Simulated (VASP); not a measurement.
Calculation: PBE GGA with D3 dispersion (zero damping), VASP's PBE PAW potentials (set 64) (plane waves; VASP 6.6.1).

Input for VASP

File POSCAR:
```
BaF2
1.0
  0.0000000000   3.1270254066   3.1270254066
  3.1270254066   0.0000000000   3.1270254066
  3.1270254066   3.1270254066   0.0000000000
Ba F
1 2
Cart
  0.0000000000   0.0000000000   0.0000000000
  1.5635127033   1.5635127033   1.5635127033
  4.6905381099   4.6905381099   4.6905381099
```

### KPOINTS
```
Automatic mesh
0
Gamma
6 6 6
0 0 0
```

INCAR:
```
SYSTEM = BaF2
PREC = Accurate
ENCUT = 520
EDIFF = 1E-7
NELM = 100
ALGO = Normal
LREAL = .FALSE.
LASPH = .TRUE.
ISMEAR = 0
SIGMA = 0.05
GGA = PE
IVDW = 11
LMAXMIX = 4
LWAVE = .FALSE.
LCHARG = .FALSE.
ISIF = 2
```

POTCAR, in this order: Ba_sv F (PBE.64 set). Program: vasp_std.

Question: Predict the energy per atom (σ→0), dispersion energy.

Answer: 
* **energy per atom (σ→0)**: -5.793 eV/atom
* **dispersion energy**: -0.254 eV

**OSZICAR**
```
...
DAV:  10    -0.171259866979E+02   -0.26011E-02   -0.39341E-03   536   0.457E-01    0.428E-02
DAV:  11    -0.171259786316E+02    0.80663E-05   -0.41129E-04   704   0.159E-01    0.218E-02
DAV:  12    -0.171259954357E+02   -0.16804E-04   -0.81366E-05   512   0.672E-02    0.272E-03
DAV:  13    -0.171259959280E+02   -0.49234E-06   -0.17188E-06   696   0.990E-03    0.253E-03
DAV:  14    -0.171259962882E+02   -0.36025E-06   -0.93937E-08   464   0.259E-03    0.676E-04
DAV:  15    -0.171259963890E+02   -0.10076E-06   -0.10743E-07   416   0.251E-03    0.556E-04
DAV:  16    -0.171259963814E+02    0.76320E-08   -0.72770E-09   344   0.707E-04
   1 F= -.17379556E+02 E0= -.17379556E+02  d E =-.151917E-20
```

The compound is BaF2 in the fluorite structure. It was relaxed first.
